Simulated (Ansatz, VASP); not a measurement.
**AgRh in VASP and in Ansatz**

```
Ag Rh
1.0
     2.81415    0.00000    0.00000
    -1.40708    2.43715    0.00000
     0.00000    0.00000    4.87188
Ag Rh
1 1
Direct
  0.00000 0.00000 0.50000
  0.66667 0.33333 0.00000
```

The cell comes from a database or a generator and needn't be the stable form of this composition.

Alike in both runs: task single point; functional PBE; k mesh 10 × 10 × 5; occupations fermi-dirac, width 0.15 eV; no spin polarisation.

|  | VASP | Ansatz |
| --- | --- | --- |
| version | VASP 6.6.1 | Ansatz 0.2.0 |
| potentials or method | VASP PAW PBE potentials, release 64 (Ag, Rh_pv) | plane waves, PAW |
| plane-wave cutoff (eV) | 520 | 490 |
| valence electrons in the cell | 26 | 36 |

```tsv
	VASP	Ansatz	Ansatz less VASP
pressure (GPa)	-6.9	-6.8	+0.08
largest component of the traceless stress (GPa)	0.19	0.21	+0.023
```

The functional is the same, so the differences come from potentials, cutoffs and numerics. The two sets of potentials don't hold the same shells in valence. Ansatz warned: «near_symmetry_operations_not_taken».
